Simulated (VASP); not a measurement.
An input for Quantum ESPRESSO's pw.x (written as the equivalent of a VASP run, and not itself run):

```
&CONTROL
  calculation = 'vc-relax'
  pseudo_dir = './pseudo'
  outdir = './out'
  tprnfor = .true.
  tstress = .true.
  nstep = 60
  forc_conv_thr = 0.00039
/
&SYSTEM
  ibrav = 0
  nat = 2
  ntyp = 2
  ecutwfc = 88
  occupations = 'smearing'
  smearing = 'methfessel-paxton'
  degauss = 0.00735
  input_dft = 'pbesol'
/
&ELECTRONS
  conv_thr = 7.3e-08
  electron_maxstep = 100
/
&IONS
/
&CELL
/
ATOMIC_SPECIES
  Rh 102.906 Rh.upf
  Ge 72.630 Ge.upf
CELL_PARAMETERS angstrom
     3.0480010    0.0000000    0.0000000
     0.0000000    3.0480010    0.0000000
     0.0000000    0.0000000    3.0480010
ATOMIC_POSITIONS crystal
  Rh   0.0000000  0.0000000  0.0000000
  Ge   0.5000000  0.5000000  0.5000000
K_POINTS automatic
  11 11 11 0 0 0
```

Question: Write the VASP files for the same calculation (PBEsol).

Answer: Several could match; the one computed here: 
**POSCAR**
```
GeRh
1
    3.0480010000     0.0000000000     0.0000000000
    0.0000000000     3.0480010000     0.0000000000
    0.0000000000     0.0000000000     3.0480010000
Rh Ge
1 1
Direct
  0.0000000000   0.0000000000   0.0000000000
  0.5000000000   0.5000000000   0.5000000000
```

**KPOINTS**
```
Automatic mesh
0
Gamma
11 11 11
0 0 0
```

### INCAR
```
# general
SYSTEM  = GeRh
PREC    = Accurate
ENCUT   = 400   # plane-wave cut-off (eV)
LREAL   = .FALSE.   # projection in real space or not
LASPH   = .TRUE.   # aspherical one-centre terms

# electronic loop
EDIFF   = 1E-6   # SCF stop (eV)
NELM    = 100   # most electronic steps
ALGO    = Normal   # blocked Davidson
LMAXMIX = 4   # l cut-off of mixed one-centre charges

# smearing
ISMEAR  = 1
SIGMA   = 0.1   # width (eV)

# functional
GGA     = PS   # PBEsol

# ions
IBRION  = 2   # conjugate gradients
NSW     = 60
ISIF    = 3   # ions, shape and volume
EDIFFG  = -0.01

# output
LWAVE   = .FALSE.
LCHARG  = .FALSE.
```

POTCAR, in this order: Rh_pv Ge_d (PBE.64 set). Program: vasp_std.

What does not carry over: the potentials are each code's own (VASP's PAW set, PseudoDojo norm-conserving files in pw.x), so ENCUT and ecutwfc are chosen apart and not converted; conv_thr bounds pw.x's estimated SCF error, while EDIFF bounds the energy change between steps; forc_conv_thr acts on force components and is met together with etot_conv_thr.

The structure was generated: GeRh was put into the CsCl type (Pm-3m), which need not be its known phase. This run relaxes it. Symmetry was kept, so distortions that lower it aren't found.
